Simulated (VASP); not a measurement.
# ScC (relaxed from the zinc blende structure, space group F-43m): computed properties

Level of theory: PBEsol GGA, VASP's PBE PAW potentials (set 64) (plane waves; VASP).

```yaml
space_group: F-43m (216)
cell: a = 5.030 Å, b = 5.030 Å, c = 5.030 Å, α = 90.00°, β = 90.00°, γ = 90.00°
volume_per_atom: 15.91 Å³/atom
band gap (over mesh and band path): none (metal, semimetal or under 0.01 eV)
density: 2.97 g/cm³
```

```yaml
crystal:
  lattice:
    - [0.00000, 2.51521, 2.51521]
    - [2.51521, 0.00000, 2.51521]
    - [2.51521, 2.51521, 0.00000]
  atoms:
    - { symbol: Sc, position: [0.00000, 0.00000, 0.00000] }
    - { symbol: C, position: [0.25000, 0.25000, 0.25000] }
```

The structure was generated: ScC was put into the zinc blende type (F-43m), which need not be its known phase. It was relaxed first, which changed the volume by -31 %. Symmetry was kept, so distortions that lower it aren't found. The electron count is odd and the run is not spin-polarised, which forces a metal.
